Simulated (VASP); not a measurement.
Computed with PBE GGA with D3 dispersion (Becke-Johnson damping), VASP's PBE PAW potentials (set 64) (plane waves; VASP).

VASP ran on this input.

**INCAR**
```
NELM = 100
PREC = Accurate
SIGMA = 0.05
GGA = PE   ! PBE
EDIFF = 1E-7   ! SCF stop (eV)
LORBIT = 11   ! lm-projected
ALGO = Normal
ENCUT = 520   ! plane-wave cut-off (eV)
IVDW = 12
ISMEAR = 0   ! Gaussian
LASPH = .True.   ! aspherical one-centre terms
SYSTEM = AlN
LCHARG = .False.
LREAL = .False.   ! projection in real space or not
LWAVE = .False.
ICHARG = 11   ! fixed density
```

### KPOINTS
```
k-points along high-symmetry lines
10
Line-mode
Reciprocal
  0.000000   0.000000   0.000000 ! GAMMA
  0.000000   0.500000   0.000000 ! M

  0.000000   0.500000   0.000000 ! M
 -0.333333   0.666667   0.000000 ! K

 -0.333333   0.666667   0.000000 ! K
  0.000000   0.000000   0.000000 ! GAMMA

  0.000000   0.000000   0.000000 ! GAMMA
  0.000000   0.000000   0.500000 ! A

  0.000000   0.000000   0.500000 ! A
  0.000000   0.500000   0.500000 ! L

  0.000000   0.500000   0.500000 ! L
 -0.333333   0.666667   0.500000 ! H

 -0.333333   0.666667   0.500000 ! H
  0.000000   0.000000   0.500000 ! A

  0.000000   0.500000   0.500000 ! L
  0.000000   0.500000   0.000000 ! M

 -0.333333   0.666667   0.500000 ! H
 -0.333333   0.666667   0.000000 ! K
```

### POSCAR
```
AlN
1
    1.5539617475    -2.6915406939     0.0000000000
    1.5539617475     2.6915406939     0.0000000000
    0.0000000000     0.0000000000     4.9762688879
Al N
2 2
Direct
  0.6666670000   0.3333330000   0.5000499365
  0.3333330000   0.6666670000   0.0000499365
  0.6666670000   0.3333330000   0.8819500635
  0.3333330000   0.6666670000   0.3819500635
```

POTCAR, in this order: Al N (PBE.64 set). Program: vasp_std. Read from the step before: CHGCAR.

The resulting files:

**OSZICAR**
```
       N       E                     dE             d eps       ncg     rms          rms(c)
DAV:   1     0.489920433227E+02    0.48992E+02   -0.75128E+03  2160   0.119E+03
DAV:   2    -0.254334684594E+02   -0.74426E+02   -0.67341E+02  3148   0.207E+02
DAV:   3    -0.290095200041E+02   -0.35761E+01   -0.35532E+01  2808   0.495E+01
DAV:   4    -0.290421575384E+02   -0.32638E-01   -0.32626E-01  2508   0.538E+00
DAV:   5    -0.290426641418E+02   -0.50660E-03   -0.50657E-03  2712   0.684E-01
DAV:   6    -0.290426766430E+02   -0.12501E-04   -0.12501E-04  2504   0.109E-01
DAV:   7    -0.290426770137E+02   -0.37068E-06   -0.37065E-06  2708   0.187E-02
DAV:   8    -0.290426770248E+02   -0.11082E-07   -0.11099E-07  2044   0.330E-03
   1 F= -.30120657E+02 E0= -.30120657E+02  d E =-.207207E-11
```

OUTCAR:
```
 val. band max:        6.1906122472   @ k =   0.0000   0.0000   0.0000

 cond. band min:      10.4243331976   @ k =   0.0000   0.0000   0.0000



 k-point     1 :       0.0000    0.0000    0.0000
  band No.  band energies     occupation
      1      -9.0221      2.00000
      2      -6.8650      2.00000
      3       0.1791      2.00000
      4       5.3182      2.00000
      5       5.3182      2.00000
      6       5.9695      2.00000
      7       5.9695      2.00000
      8       6.1906      2.00000
      9      10.4243      0.00000
     10      12.8759      0.00000
     11      16.8314      0.00000
     12      17.3608      0.00000

 k-point     2 :       0.0000    0.0556    0.0000
  band No.  band energies     occupation
      1      -8.9825      2.00000
      2      -6.8422      2.00000
      3       0.2262      2.00000
      4       5.1292      2.00000
      5       5.2640      2.00000
      6       5.7736      2.00000
      7       5.9649      2.00000
      8       6.1745      2.00000
      9      10.6222      0.00000
     10      13.0481      0.00000
     11      16.6645      0.00000
     12      17.0558      0.00000

 k-point     3 :       0.0000    0.1111    0.0000
  band No.  band energies     occupation
      1      -8.8650      2.00000
      2      -6.7767      2.00000
      3       0.3663      2.00000
      4       4.6142      2.00000
      5       5.1206      2.00000
      6       5.2928      2.00000
      7       5.9419      2.00000
      8       6.1195      2.00000
      9      11.1087      0.00000
     10      13.4836      0.00000
     11      16.1705      0.00000
     12      16.4315      0.00000

 k-point     4 :       0.0000    0.1667    0.0000
  band No.  band energies     occupation
      1      -8.6741      2.00000
      2      -6.6765      2.00000
      3       0.5962      2.00000
      4       3.8989      2.00000
      5       4.6832      2.00000
      6       4.9260      2.00000
      7       5.8900      2.00000
...
```

The density is held fixed in this step, so its total energy and stress have no physical meaning.

The compound is AlN in the wurtzite structure. It was relaxed first.
